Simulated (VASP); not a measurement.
Consider the following.

```yaml
crystal:
  lattice:
    - [1.98948, -10.33209, 0.00000]
    - [1.98948, 10.33209, 0.00000]
    - [0.00000, 0.00000, 3.87474]
  atoms:
    - { symbol: Y, position: [0.41777, 0.58223, 0.25000] }
    - { symbol: Y, position: [0.58223, 0.41777, 0.75000] }
    - { symbol: Ge, position: [0.81106, 0.18894, 0.25000] }
    - { symbol: Ge, position: [0.18894, 0.81106, 0.75000] }
    - { symbol: Ge, position: [0.96058, 0.03942, 0.75000] }
    - { symbol: Ge, position: [0.03942, 0.96058, 0.25000] }
    - { symbol: Ge, position: [0.30902, 0.69098, 0.75000] }
    - { symbol: Ge, position: [0.69098, 0.30902, 0.25000] }
```

Calculation: PBEsol GGA, VASP's PBE PAW potentials (set 64) (plane waves; VASP 6.6.1). Settings: 400 eV cut-off, 9×9×9 Γ-centred mesh, tetrahedra with Blöchl corrections, potentials Y_sv Ge_d.

The cores are frozen, which limits the accuracy of field gradients.

Question: Give the principal components of the electric field gradient (V/Å²) and the asymmetry η at each nucleus.

Answer: 
| atom | Vxx | Vyy | Vzz | η |
|---|---|---|---|---|
| Y1 | 11.1 | 10.5 | -21.6 | 0.03 |
| Y2 | 11.1 | 10.5 | -21.6 | 0.03 |
| Ge3 | 73.5 | 17.8 | -91.3 | 0.61 |
| Ge4 | 73.5 | 17.8 | -91.3 | 0.61 |
| Ge5 | 64.6 | 13.8 | -78.5 | 0.65 |
| Ge6 | 64.6 | 13.8 | -78.5 | 0.65 |
| Ge7 | 74.1 | 11.4 | -85.5 | 0.73 |
| Ge8 | 74.1 | 11.4 | -85.5 | 0.73 |

The structure comes from a computed database's YGe3 entry (Cmcm); how it stands against other phases isn't given here. It was relaxed first.
